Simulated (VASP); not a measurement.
All values below come from revTPSS meta-GGA, VASP's PBE PAW potentials (set 64) (plane waves; VASP).

Input for VASP

File POSCAR:
```
TiAl
1
    2.7507987120     0.0000000000     0.0000000000
    0.0000000000     2.7507987120     0.0000000000
    0.0000000000     0.0000000000     3.9459913226
Ti Al
1 1
Direct
  0.0000000000   0.0000000000   0.0000000000
  0.5000000000   0.5000000000   0.5000000000
```

### INCAR
```
# general
SYSTEM  = TiAl
PREC    = Accurate
ENCUT   = 520
LREAL   = .FALSE.   # projection in real space or not
LASPH   = .TRUE.

# electronic loop
EDIFF   = 1E-7   # SCF stop (eV)
NELM    = 100
ALGO    = Normal   # blocked Davidson
LMAXMIX = 4
LMIXTAU = .TRUE.

# smearing
ISMEAR  = 1   # Methfessel-Paxton
SIGMA   = 0.1   # width (eV)

# functional
METAGGA = RTPSS

# ions
IBRION  = 2   # conjugate gradients
NSW     = 30
ISIF    = 4
EDIFFG  = -0.01   # ionic stop

# output
LWAVE   = .FALSE.
LCHARG  = .FALSE.
```

### KPOINTS
```
Automatic mesh
0
Gamma
13 13 9
0 0 0
```

POTCAR, in this order: Ti_sv Al (PBE.64 set). Program: vasp_std.

Output

**OSZICAR**
```
       N       E                     dE             d eps       ncg     rms          rms(c)
DAV:   1     0.169425089722E+03    0.16943E+03   -0.14932E+04  4512   0.374E+03
DAV:   2     0.151819434903E+02   -0.15424E+03   -0.14806E+03  4199   0.702E+02
DAV:   3    -0.971448417100E+01   -0.24896E+02   -0.23670E+02  6062   0.330E+02
DAV:   4    -0.145592208106E+02   -0.48447E+01   -0.46501E+01  5973   0.126E+02
DAV:   5    -0.162823633849E+02   -0.17231E+01   -0.16826E+01  6107   0.513E+01    0.165E+01
DAV:   6    -0.177558907502E+02   -0.14735E+01   -0.19939E+02  3532   0.129E+02    0.162E+01
DAV:   7    -0.143475400240E+02    0.34084E+01   -0.17248E+01  3417   0.638E+01    0.108E+01
DAV:   8    -0.129770340937E+02    0.13705E+01   -0.15767E+01  3770   0.416E+01    0.245E+00
DAV:   9    -0.130088040465E+02   -0.31770E-01   -0.27997E+00  3657   0.236E+01    0.186E+00
DAV:  10    -0.132440955398E+02   -0.23529E+00   -0.10275E+00  3610   0.128E+01    0.246E+00
DAV:  11    -0.135901578167E+02   -0.34606E+00   -0.79707E-01  4195   0.106E+01    0.295E+00
DAV:  12    -0.135370404436E+02    0.53117E-01   -0.11989E+00  4112   0.132E+01    0.425E-01
DAV:  13    -0.135333774431E+02    0.36630E-02   -0.22141E-02  3569   0.164E+00    0.348E-01
DAV:  14    -0.135420377048E+02   -0.86603E-02   -0.11087E-02  4534   0.127E+00    0.185E-01
DAV:  15    -0.135424951427E+02   -0.45744E-03   -0.66909E-04  3450   0.215E-01    0.200E-01
DAV:  16    -0.135457486797E+02   -0.32535E-02   -0.11117E-02  4151   0.137E+00    0.732E-02
DAV:  17    -0.135459976816E+02   -0.24900E-03   -0.45998E-04  4288   0.285E-01    0.231E-02
DAV:  18    -0.135460290712E+02   -0.31390E-04   -0.20242E-04  3960   0.168E-01    0.195E-02
DAV:  19    -0.135460594565E+02   -0.30385E-04   -0.26041E-05  3713   0.507E-02    0.139E-02
DAV:  20    -0.135460613870E+02   -0.19304E-05   -0.19409E-06  3548   0.217E-02    0.970E-03
DAV:  21    -0.135460614964E+02   -0.10945E-06   -0.10275E-06  3818   0.853E-03    0.545E-03
DAV:  22    -0.135460624545E+02   -0.95804E-06   -0.67358E-07  3505   0.108E-02    0.163E-03
DAV:  23    -0.135460623644E+02    0.90064E-07   -0.12864E-07  2141   0.460E-03
   1 F= -.13546062E+02 E0= -.13545854E+02  d E =-.135461E+02
```

OUTCAR:
```
------------------------ aborting loop because EDIFF is reached ----------------------------------------
  FORCE on cell =-STRESS in cart. coord.  units (eV):
  Direction    XX          YY          ZZ          XY          YZ          ZX
  --------------------------------------------------------------------------------------
  Total        1.5756037      1.5756037      1.5657678      0.0000000      0.0000000      0.0000000
  in kB       84.5441984     84.5441984     84.0164211      0.0000000      0.0000000      0.0000000
  external PRESSURE =      84.3682727 kB  Pullay stress =       0.0000000 kB
  volume of cell :       29.86
      direct lattice vectors                 reciprocal lattice vectors
     2.750798712  0.000000000  0.000000000     0.363530779  0.000000000  0.000000000
     0.000000000  2.750798712  0.000000000     0.000000000  0.363530779  0.000000000
     0.000000000  0.000000000  3.945991323     0.000000000  0.000000000  0.253421743
 POSITION                                       TOTAL-FORCE (eV/Angst)
 -----------------------------------------------------------------------------------
      0.00000      0.00000      0.00000         0.000000      0.000000      0.000000
      1.37540      1.37540      1.97300         0.000000      0.000000      0.000000
 -----------------------------------------------------------------------------------
    total drift:                               -0.000000      0.000000     -0.000000
  FREE ENERGIE OF THE ION-ELECTRON SYSTEM (eV)
  ---------------------------------------------------
  free  energy   TOTEN  =       -13.5460623644 eV

  energy  without entropy=      -13.5454363303  energy(sigma->0) =      -13.54585369

 reached required accuracy - stopping structural energy minimisation
```
(Selected blocks of OUTCAR.)

OUTCAR:
```
 val. band max:        9.1941518650   @ k =   0.4615   0.3077   0.0000

 cond. band min:       9.2006778805   @ k =   0.3846   0.3077   0.2222


 Fermi energy:         9.1990163417

 k-point     1 :       0.0000    0.0000    0.0000
  band No.  band energies     occupation
      1     -48.2682      2.00000
      2     -24.1213      2.00000
      3     -23.6035      2.00000
      4     -23.6035      2.00000
      5      -0.2109      2.00000
      6       7.1703      2.00000
      7       8.2140      2.00000
      8       8.9964      2.01468
      9      11.6558      0.00000
     10      11.6558      0.00000
     11      13.0417      0.00000

 k-point     2 :       0.0769    0.0000    0.0000
  band No.  band energies     occupation
      1     -48.2637      2.00000
      2     -24.1170      2.00000
      3     -23.6393      2.00000
      4     -23.6004      2.00000
      5      -0.0869      2.00000
      6       7.2717      2.00000
      7       8.2658      2.00000
      8       8.8679      2.00003
      9      11.6787      0.00000
     10      11.7997      0.00000
     11      12.9054      0.00000

 k-point     3 :       0.1538    0.0000    0.0000
  band No.  band energies     occupation
      1     -48.2515      2.00000
      2     -24.1051      2.00000
      3     -23.7380      2.00000
      4     -23.5918      2.00000
      5       0.2805      2.00000
      6       7.5437      2.00000
      7       8.3714      2.00000
      8       8.5514      2.00000
      9      11.7429      0.00000
     10      12.1785      0.00000
     11      12.5586      0.00000

 k-point     4 :       0.2308    0.0000    0.0000
  band No.  band energies     occupation
      1     -48.2341      2.00000
      2     -24.0878      2.00000
      3     -23.8750      2.00000
      4     -23.5798      2.00000
      5       0.8789      2.00000
      6       7.8778      2.00000
      7       8.1669      2.00000
      8       8.3447      2.00000
      9      11.8352      0.00000
...
```

The compound is TiAl in the L1_0 structure. This cell is one point of a volume scan, at 0.94 of the reference volume. The electron count is odd and the run is not spin-polarised, which forces a metal.
